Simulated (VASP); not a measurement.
Crystal: NaCl.

```
Na Cl
1.0
     0.00000    2.81000    2.81000
     2.81000    0.00000    2.81000
     2.81000    2.81000    0.00000
Na Cl
1 1
Direct
  0.00000 0.00000 0.00000
  0.50000 0.50000 0.50000
```

```yaml
Program: VASP 6.6.1
Task: relaxation of cell and atoms
Functional: PBE
Potentials_or_basis: VASP PAW PBE potentials, release 64 (Na_pv, Cl)
Cutoff: 520 eV
k_mesh: 10 × 10 × 10
Occupations: gaussian, width 1 eV
Spin: no spin polarisation
```

At the start: pressure 1.0 GPa; volume 22.19 Å³/atom.

Problem. How do energy, volume and symmetry change on relaxing?

Solution. Over 6 steps the energy falls by 2.6 meV/atom and the volume is 23.05 Å³/atom (+3.9 %); space group Fm-3m (No. 225, to 0.05 Å).

Step by step:
```csv
step,energy change (eV),largest force (eV/Å),pressure (GPa),volume (Å³)
1,0.0000,0.0000,1.00,44.38
2,-0.0041,0.0000,0.49,45.28
3,-0.0042,0.0000,-0.39,46.93
4,-0.0053,0.0000,-0.05,46.17
5,-0.0053,0.0000,0.02,46.07
6,-0.0053,0.0000,-0.01,46.11
```

Final structure:
```
CELL_PARAMETERS angstrom
0.00000 2.84604 2.84604
2.84604 0.00000 2.84604
2.84604 2.84604 0.00000
ATOMIC_POSITIONS crystal
Na 0.00000 0.00000 0.00000
Cl 0.50000 0.50000 0.50000
```
